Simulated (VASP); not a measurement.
Data:

```yaml
crystal:
  lattice:
    - [0.00000, 2.37148, 2.37148]
    - [2.37148, 0.00000, 2.37148]
    - [2.37148, 2.37148, 0.00000]
  atoms:
    - { symbol: Hf, position: [0.00000, 0.00000, 0.00000] }
    - { symbol: C, position: [0.50000, 0.50000, 0.50000] }
```

Computed with PW91 GGA, VASP's PBE PAW potentials (set 64) (plane waves; VASP). Numerical set-up: 520 eV cut-off, 13×13×13 Γ-centred mesh, first-order Methfessel-Paxton smearing of 0.10 eV, potentials Hf_pv C.

**Question.** Give the stress tensor in GPa (positive for a compressed cell).

**Answer.** 
```
-12.47    0.00    0.00
  0.00  -12.47    0.00
  0.00    0.00  -12.47
```
The pressure is its mean diagonal, -12.47 GPa.

The compound is HfC in the rock salt structure. This cell is one point of a volume scan, at 1.06 of the reference volume.
